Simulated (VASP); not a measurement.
# GW-BSE spectrum of Te2Mo, part 3 of 3

Wanted: the lowest vertical excitons of Te2Mo and its absorption. The cell has space group P6_3/mmc. The start is a cell from a database of measured crystal structures.

VASP 6.6.1, plane waves and PAW; the level of theory is named at each step.

So far, quasiparticle gap on the mesh (eV): step 4 (G0W0) 1.10.

## Step 5: BSE, Tamm-Dancoff

This step: BSE on G0W0 on PBE, no spin polarisation; plane waves and PAW (Te_GW, Mo_sv_GW) (VASP 6.6.1).

The Bethe-Salpeter equation adds the screened attraction of electron and hole to the quasiparticle pairs; ANTIRES = 0 leaves out the coupling to antiresonant pairs.

INCAR

```
SYSTEM = Te2Mo
PREC = Accurate
ENCUT = 370
ISMEAR = 0
SIGMA = 0.01
LREAL = .FALSE.
GGA = PE
NBANDS = 344
LASPH = .TRUE.
ALGO = BSE
NBANDSO = 4
NBANDSV = 4
OMEGAMAX = 25
NEDOS = 1000
CSHIFT = 0.1
PRECFOCK = Fast
LWAVE = .FALSE.
LCHARG = .FALSE.
ENCUTGW = 100
ANTIRES = 0
```

POSCAR

```
Te2Mo
1.0
    3.5182000000      0.0000000000      0.0000000000
   -1.7591000000      3.0468505756      0.0000000000
    0.0000000000      0.0000000000     13.9736000000
Te Mo
4 2
Direct
    0.3333333333      0.6666666667      0.6210000000
    0.6666666667      0.3333333333      0.1210000000
    0.3333333333      0.6666666667      0.8790000000
    0.6666666667      0.3333333333      0.3790000000
    0.3333333333      0.6666666667      0.2500000000
    0.6666666667      0.3333333333      0.7500000000
```

KPOINTS

```
Automatic mesh
0
Gamma
6 6 2
0 0 0
```

The projector-augmented-wave data sets are Te_GW and Mo_sv_GW (PBE family, release 64).

The run is started by

```
> mpirun -np 8 vasp_std
```

Log:

```text
[banner, memory and clock lines left out]
running    8 mpi-ranks, on    1 nodes
 distrk:  each k-point on    8 cores,    1 groups
 distr:  one band on    1 cores,    8 groups

 POSCAR found type information on POSCAR TeMo
 POSCAR found :  2 types and       6 ions
|                                                                             |
|           W    W    AA    RRRRR   N    N  II  N    N   GGGG   !!!           |
|           W    W   A  A   R    R  NN   N  II  NN   N  G    G  !!!           |
|           W    W  A    A  R    R  N N  N  II  N N  N  G       !!!           |
|           W WW W  AAAAAA  RRRRR   N  N N  II  N  N N  G  GGG   !            |
|           WW  WW  A    A  R   R   N   NN  II  N   NN  G    G                |
|           W    W  A    A  R    R  N    N  II  N    N   GGGG   !!!           |
|                                                                             |
|     For optimal performance we recommend to set                             |
|       NCORE = 2 up to number-of-cores-per-socket                            |
|     NCORE specifies how many cores store one orbital (NPAR=cpu/NCORE).      |
|     This setting can greatly improve the performance of VASP for DFT.       |
|     The default, NCORE=1 might be grossly inefficient on modern             |
|     multi-core architectures or massively parallel machines. Do your        |
|     Unfortunately you need to use the default for GW and RPA                |
|     calculations (for HF NCORE is supported but not extensively tested      |
|     yet).                                                                   |
|                                                                             |

|                                                                             |
|           W    W    AA    RRRRR   N    N  II  N    N   GGGG   !!!           |
|           W    W   A  A   R    R  NN   N  II  NN   N  G    G  !!!           |
|           W    W  A    A  R    R  N N  N  II  N N  N  G       !!!           |
|           W WW W  AAAAAA  RRRRR   N  N N  II  N  N N  G  GGG   !            |
|           WW  WW  A    A  R   R   N   NN  II  N   NN  G    G                |
|           W    W  A    A  R    R  N    N  II  N    N   GGGG   !!!           |
|                                                                             |
|     The default for ENCUTGWSOFT is different in this version of VASP.       |
|     please manually set ENCUTGWSOFT =100 in the INCAR file.                 |
|                                                                             |

 LDA part: xc-table for (Slater+PW92), standard interpolation
 found WAVECAR, reading the header
 POSCAR, INCAR and KPOINTS ok, starting setup
 FFT: planning ... GRIDC
 FFT: planning ... GRID_SOFT
 FFT: planning ... GRID
 reading WAVECAR
 the WAVECAR file was read successfully
 initial charge from wavefunction
 available memory per node:     68.27 GB, setting MAXMEM to     69906

 The Fermi energy was updated, please check that it is located mid-gap
 values below the HOMO (VB) or above the LUMO (CB) will cause erroneous energies
 E-fermi :   8.7968

 the WAVEDER file was read successfully
 responsefunction array rank=     352

 min. memory requirement per mpi rank    293.2 MB, per node   2345.9 MB

 Doing            0  frequencies on each core in blocks of            0
 Found all WFULLXXXX.tmp files
 reading now WFULL0001.tmp
 reading now WFULL0002.tmp
 reading now WFULL0003.tmp
 reading now WFULL0004.tmp
 reading now WFULL0005.tmp
 reading now WFULL0006.tmp
 reading now WFULL0007.tmp
 reading now WFULL0008.tmp
 reading now WFULL0009.tmp
 reading now WFULL0010.tmp
 reading now WFULL0011.tmp
 reading now WFULL0012.tmp
 reading now WFULL0013.tmp
 reading now WFULL0014.tmp
 parallelization over k-points
 Using distributed matrix
 Using distributed eigensolver
 allocating two-electron 4 orbital integral table    4    4    4    4
 BSE setting up matrix
 available memory per node:     67.98 GB, setting MAXMEM to     69610
 Calculate matrix elements of the BSE Hamiltonian:
 Workload is divided into blocks of two-electron 4 orbital integrals computed in
  parallel.
 Each block/integral has dimensions  of (   4,   4,   4,   4) orbitals
 Total number of blocks/integrals:                 2628
 Number of spins:                                     1
 Number of kpoints:                                  72
 Spin channel:                                        1
  Number of blocks of unoccupied bands:               1
  Number of blocks of occupied bands:                 1
 Number of rows/columns of blocks:                   72

                                                        Time (sec)
               Integrals                 Ranks       Real         CPU
  [         1 -        576/      2628]     8         2.17        0.00
  [       577 -       1152/      2628]     8         4.40        0.00
  [      1153 -       1728/      2628]     8         6.54        0.00
  [      1729 -       2304/      2628]     8         8.69        0.00
  [      2305 -       2592/      2628]     8         9.76        0.00
  [      2593 -       2628/      2628]     8        10.01        0.00

 BSE redistributing all elements
 BSE diagonalizing matrix PDSYEVX_ZHEEVX_DESC
 BSE calculating oscillator strength
```

Run time: 14 s. Hardware: 8 MPI ranks of Intel Xeon Platinum 8259CL at 2.50GHz (Skylake/Cascade Lake), shared host; peak memory 3.9 GiB.

From OUTCAR (step 5):

```text
   NELECT =      52.0000    total number of electrons

 E-fermi :   8.7968

[... 9 parts as in an earlier step ...]

[... 1 further part left out ...]
```

Numbers from this step:

```
lowest excitation : 1.318 eV
```

The imaginary dielectric function has structure finer than the step of the table below, so its rows give means over 1 eV, whole bins alone (the curve runs from 0 to 25 eV). Peaks (eV: height): xx 2.1: 17.6, 2.8: 26.5; zz 1.4: 2.63, 2.2: 10.7, 2.4: 8.26, 3.4: 5.94, 3.9: 8.39.

From 4 filled and 4 empty bands alone, without any pair above OMEGAMAX = 25 eV, so strength is missing wherever others contribute; lines are broadened by CSHIFT, which also makes the tail under the first line. Imaginary dielectric function against photon energy; means over each step:

| photon energy (eV) | xx | zz |
| --- | --- | --- |
| 1 | 3.65 | 0.736 |
| 2 | 12.0 | 4.42 |
| 3 | 15.6 | 5.24 |
| 4 | 4.39 | 3.95 |
| 5 | 0.407 | 0.209 |
| 6 | 0.110 | 0.0578 |
| 7 | 0.0558 | 0.0277 |
| 8 | 0.0328 | 0.0160 |
| 9 | 0.0214 | 0.0103 |
| 10 | 0.0149 | 0.00705 |
| 11 | 0.0108 | 0.00507 |
| 12 | 0.00808 | 0.00378 |
| 13 | 0.00624 | 0.00290 |
| 14 | 0.00491 | 0.00228 |
| 15 | 0.00395 | 0.00183 |
| 16 | 0.00323 | 0.00149 |
| 17 | 0.00266 | 0.00123 |
| 18 | 0.00223 | 0.00103 |

Some of the lowest 40 states alone, with states under 2.5 meV apart joined, scaled to the strongest line shown. Exciton lines, with heights relative to the strongest:

| position (eV) | lines merged | oscillator strength |
| --- | --- | --- |
| 1.318 | 4 | 100 |
| 1.351 | 1 | 0.0 |
| 1.357 | 1 | 14 |
| 1.501 | 4 | 58 |
| 1.531 | 4 | 0.0 |
| 1.641 | 1 | 0.0 |
| 1.649 | 4 | 5.5 |
| 1.669 | 1 | 0.0 |
| 1.701 | 5 | 41 |
| 1.714 | 1 | 0.0 |
| 1.753 | 6 | 19 |
| 1.765 | 4 | 2.2 |
| 1.775 | 1 | 0.0 |
| 1.781 | 1 | 0.0 |

The lowest excitation lies at 1.318 eV, -135 meV against the direct gap of these orbitals, a distance that this coarse mesh makes far too large. Peak heights aren't converged with the mesh, least of all at the onset.

## Step 6: Without the electron-hole attraction

This step: BSE on G0W0 on PBE, without the electron-hole attraction, no spin polarisation; plane waves and PAW (Te_GW, Mo_sv_GW) (VASP 6.6.1).

LADDER = .FALSE. removes the attraction and keeps the local fields, which shows what the attraction does.

Changes to INCAR since step 5:

```diff
@@ -20 +20,2 @@
 ANTIRES = 0
+LADDER = .FALSE.
```

POSCAR is that of step 5.

KPOINTS is that of step 5.

The run is started by

```
> mpirun -np 8 vasp_std
```

Log:

```text
[banner, memory and clock lines left out]
 LDA part: xc-table for (Slater+PW92), standard interpolation
 found WAVECAR, reading the header
 POSCAR, INCAR and KPOINTS ok, starting setup
 FFT: planning ... GRIDC
 FFT: planning ... GRID_SOFT
 FFT: planning ... GRID
 reading WAVECAR
 the WAVECAR file was read successfully
 initial charge from wavefunction
 available memory per node:     68.88 GB, setting MAXMEM to     70530

 Doing            0  frequencies on each core in blocks of            0
 parallelization over k-points
 Using distributed matrix
 Using distributed eigensolver
 allocating two-electron 4 orbital integral table    4    4    4    4
 BSE setting up matrix
 available memory per node:     68.72 GB, setting MAXMEM to     70368
 Calculate matrix elements of the BSE Hamiltonian:
 Workload is divided into blocks of two-electron 4 orbital integrals computed in
  parallel.
 Each block/integral has dimensions  of (   4,   4,   4,   4) orbitals
 Total number of blocks/integrals:                 2628
 Number of spins:                                     1
 Number of kpoints:                                  72
 Spin channel:                                        1
  Number of blocks of unoccupied bands:               1
  Number of blocks of occupied bands:                 1
 Number of rows/columns of blocks:                   72

                                                        Time (sec)
               Integrals                 Ranks       Real         CPU
  [         1 -        576/      2628]     8         1.22        0.00
  [       577 -       1152/      2628]     8         2.44        0.00
  [      1153 -       1728/      2628]     8         3.66        0.00
  [      1729 -       2304/      2628]     8         4.87        0.00
  [      2305 -       2592/      2628]     8         5.47        0.00
  [      2593 -       2628/      2628]     8         5.61        0.00

[... 7 parts as in an earlier step ...]
```

The job ended after 9.6 s (8 MPI ranks; peak memory 2.9 GiB).

From OUTCAR (step 6):

```text
   NELECT =      52.0000    total number of electrons

 E-fermi :   8.7968

[... 9 parts as in an earlier step ...]

[... 1 further part left out ...]
```

This step gave:

| Property | Result |
| --- | --- |
| lowest excitation | 1.460 eV |

The imaginary dielectric function has structure finer than the step of the table below, so its rows give means over 0.5 eV, whole bins alone (the curve runs from 0 to 25 eV). Peaks (eV: height): xx 2.30: 17.2, 3.25: 25.5; zz 1.50: 2.35, 2.30: 9.55, 2.63: 7.60, 3.55: 6.03, 4.05: 7.11.

From 4 filled and 4 empty bands alone, without any pair above OMEGAMAX = 25 eV, so strength is missing wherever others contribute; lines are broadened by CSHIFT, which also makes the tail under the first line. The imaginary dielectric function by photon energy; means over each step:

| photon energy (eV) | xx | zz |
| --- | --- | --- |
| 0.5 | 0.182 | 0.0593 |
| 1.0 | 0.678 | 0.222 |
| 1.5 | 5.48 | 1.30 |
| 2.0 | 8.79 | 2.26 |
| 2.5 | 13.2 | 7.19 |
| 3.0 | 19.9 | 5.84 |
| 3.5 | 14.0 | 4.67 |
| 4.0 | 6.97 | 5.09 |
| 4.5 | 2.56 | 2.16 |
| 5.0 | 0.632 | 0.269 |
| 5.5 | 0.229 | 0.116 |
| 6.0 | 0.138 | 0.0671 |
| 6.5 | 0.0956 | 0.0440 |
| 7.0 | 0.0685 | 0.0311 |
| 7.5 | 0.0504 | 0.0230 |
| 8.0 | 0.0391 | 0.0177 |
| 8.5 | 0.0310 | 0.0140 |
| 9.0 | 0.0252 | 0.0112 |
| 9.5 | 0.0207 | 0.00919 |
| 10.0 | 0.0173 | 0.00765 |
| 10.5 | 0.0146 | 0.00646 |
| 11.0 | 0.0125 | 0.00549 |
| 11.5 | 0.0108 | 0.00472 |
| 12.0 | 0.00934 | 0.00408 |
| 12.5 | 0.00816 | 0.00356 |
| 13.0 | 0.00717 | 0.00314 |
| 13.5 | 0.00634 | 0.00276 |
| 14.0 | 0.00565 | 0.00244 |
| 14.5 | 0.00504 | 0.00218 |
| 15.0 | 0.00453 | 0.00197 |
| 15.5 | 0.00409 | 0.00177 |
| 16.0 | 0.00369 | 0.00158 |
| 16.5 | 0.00333 | 0.00145 |
| 17.0 | 0.00304 | 0.00132 |
| 17.5 | 0.00279 | 0.00120 |
| 18.0 | 0.00254 | 0.00110 |
| 18.5 | 0.00233 | 0.00100 |
| 19.0 | 0.00215 | 9.1e-4 |

The lowest excitation lies at 1.460 eV, +141 meV against the Tamm-Dancoff singlet. Peak heights aren't converged with the mesh, least of all at the onset.

## Step 7: Independent quasiparticles

This step: BSE on G0W0 on PBE, independent quasiparticles, no spin polarisation; plane waves and PAW (Te_GW, Mo_sv_GW) (VASP 6.6.1).

With LADDER and LHARTREE off the pairs don't interact at all, so the lowest line must equal the direct gap.

Changes to INCAR since step 6:

```diff
@@ -21 +21,2 @@
 LADDER = .FALSE.
+LHARTREE = .FALSE.
```

POSCAR is that of step 6.

KPOINTS is that of step 6.

The run is started by

```
> mpirun -np 8 vasp_std
```

Log:

```text
[banner, memory and clock lines left out]
 LDA part: xc-table for (Slater+PW92), standard interpolation
 found WAVECAR, reading the header
 POSCAR, INCAR and KPOINTS ok, starting setup
 FFT: planning ... GRIDC
 FFT: planning ... GRID_SOFT
 FFT: planning ... GRID
 reading WAVECAR
 the WAVECAR file was read successfully
 initial charge from wavefunction
 available memory per node:     68.89 GB, setting MAXMEM to     70538

 Doing            0  frequencies on each core in blocks of            0
 parallelization over k-points
 Using distributed matrix
 Using distributed eigensolver
 allocating two-electron 4 orbital integral table    4    4    4    4
 BSE setting up matrix
 available memory per node:     68.72 GB, setting MAXMEM to     70373
 Calculate matrix elements of the BSE Hamiltonian:
 Workload is divided into blocks of two-electron 4 orbital integrals computed in
  parallel.
 Each block/integral has dimensions  of (   4,   4,   4,   4) orbitals
 Total number of blocks/integrals:                 2628
 Number of spins:                                     1
 Number of kpoints:                                  72
 Spin channel:                                        1
  Number of blocks of unoccupied bands:               1
  Number of blocks of occupied bands:                 1
 Number of rows/columns of blocks:                   72

                                                        Time (sec)
               Integrals                 Ranks       Real         CPU
  [         1 -        576/      2628]     8         0.13        0.00
  [       577 -       1152/      2628]     8         0.27        0.00
  [      1153 -       1728/      2628]     8         0.40        0.00
  [      1729 -       2304/      2628]     8         0.53        0.00
  [      2305 -       2592/      2628]     8         0.60        0.00
  [      2593 -       2628/      2628]     8         0.61        0.00

[... 7 parts as in an earlier step ...]
```

Wall time 4.4 s (8 MPI ranks); peak memory 2.9 GiB; 26 s of CPU time.

From OUTCAR (step 7):

```text
   NELECT =      52.0000    total number of electrons

 E-fermi :   8.7968

[... 9 parts as in an earlier step ...]

[... 1 further part left out ...]
```

Numbers from this step:

```
lowest excitation : 1.454 eV
```

The imaginary dielectric function has structure finer than the step of the table below, so its rows give means over 1 eV, whole bins alone (the curve runs from 0 to 25 eV). Peaks (eV: height): xx 2.3: 18.6, 3.2: 23.1, 4.1: 8.54; zz 1.5: 2.43, 2.3: 9.72, 2.6: 7.76, 2.8: 7.61, 3.6: 7.29, 4.0: 8.14.

From 4 filled and 4 empty bands alone, without any pair above OMEGAMAX = 25 eV, so strength is missing wherever others contribute; lines are broadened by CSHIFT, which also makes the tail under the first line. The imaginary dielectric function by photon energy; means over each step:

| photon energy (eV) | xx | zz |
| --- | --- | --- |
| 1 | 1.72 | 0.497 |
| 2 | 11.2 | 3.40 |
| 3 | 16.5 | 5.70 |
| 4 | 6.23 | 4.72 |
| 5 | 0.647 | 0.256 |
| 6 | 0.135 | 0.0641 |
| 7 | 0.0646 | 0.0301 |
| 8 | 0.0376 | 0.0172 |
| 9 | 0.0242 | 0.0110 |
| 10 | 0.0167 | 0.00748 |
| 11 | 0.0120 | 0.00537 |
| 12 | 0.00899 | 0.00400 |
| 13 | 0.00692 | 0.00307 |
| 14 | 0.00545 | 0.00241 |
| 15 | 0.00435 | 0.00192 |
| 16 | 0.00354 | 0.00157 |
| 17 | 0.00293 | 0.00129 |
| 18 | 0.00246 | 0.00108 |
| 19 | 0.00207 | 9.1e-4 |

The lowest excitation lies at 1.454 eV, +135 meV against the Tamm-Dancoff singlet. Peak heights aren't converged with the mesh, least of all at the onset.

## Step 8: Summary

This step: BSE on G0W0 on PBE; plane waves and PAW (VASP 6.6.1).

This step runs nothing: it gathers the runs above.

Cost is wall time times ranks on a shared host, for this step alone, without the steps before it. Excitations by level:

| level | first excitation (eV) | cost (core minutes) |
| --- | --- | --- |
| BSE, Tamm-Dancoff | 1.318 | 1.89 |
| without the electron-hole attraction | 1.46 | 1.28 |
| independent quasiparticles | 1.454 | 0.59 |

## Step 9: Results

| Quantity | Value |
| --- | --- |
| BSE, Tamm-Dancoff | lowest vertical excitation 1.318 eV; direct gap 1.454 eV |
| without the electron-hole attraction | lowest vertical excitation 1.460 eV; direct gap 1.454 eV |
| independent quasiparticles | lowest vertical excitation 1.454 eV; direct gap 1.454 eV |

In words: The Bethe-Salpeter equation puts the lowest vertical singlet excitation at 1.318 eV, 0.14 eV below the direct gap of 1.454 eV; the states within 10 meV of it carry 100 % of the strength of the strongest such group among the lowest 40 states. The attraction moves the centre of weight of eps2 xx over the computed range by -0.32 eV against the run without the attraction, a shift that holds the same mesh error. The binding energy was not obtained: in a well-screened crystal the exciton spreads over many cells, and on this mesh its distance from the gap is set by the mesh and is far too large. On such a mesh the heights of single peaks aren't converged either. Bands, response cutoff and mesh of the GW step weren't tested in this session. Only vertical pairs enter; the least gap on the mesh is indirect, 1.100 eV, and its phonon-assisted absorption is absent. Only the bands set by NBANDSO and NBANDSV form pairs, and any pair above OMEGAMAX = 25 eV is dropped, so the spectrum is that of this window; the window can cut degenerate bands, and the ratio of directions in the curves is that of the window, not of the crystal. VASP warned in the GW step that its automatic frequency mesh may not suit quasiparticle energies. Spin-orbit coupling is left out; with Te and Mo in the cell it can split or shift band edges, by an amount that depends on which atoms form them and isn't tested here. The atoms weren't relaxed and carry forces of up to 0.17 eV/Å at PBE in the first static run, so the numbers belong to the given coordinates, and a relaxation would change them. Not tabulated here, as repeats of values shown or as unfit to read for their mesh, reference level or band range: eps2 curves (empty bands); eps1 curves and static values (BSE, empty bands, independent quasiparticles, without the electron-hole attraction); exciton binding energies (BSE); line lists of runs without attraction (independent quasiparticles, without the electron-hole attraction).

[Lines on the potential files, build, host, timing and source positions are cut from VASP's logs without a mark.]

[Logs are printed without paths, hosts, clocks, repeated set-up lines and the standing remarks that a program may print on its own settings, such as how far it seeks lower states.]

[Hosts, paths, dates, database ids (printed as entryN), source tags and the programs' standing remarks are cut or masked in the printed files.]

[Pressures printed for these runs are not shown converged in the cutoff: they can be off by several GPa and have the wrong sign.]
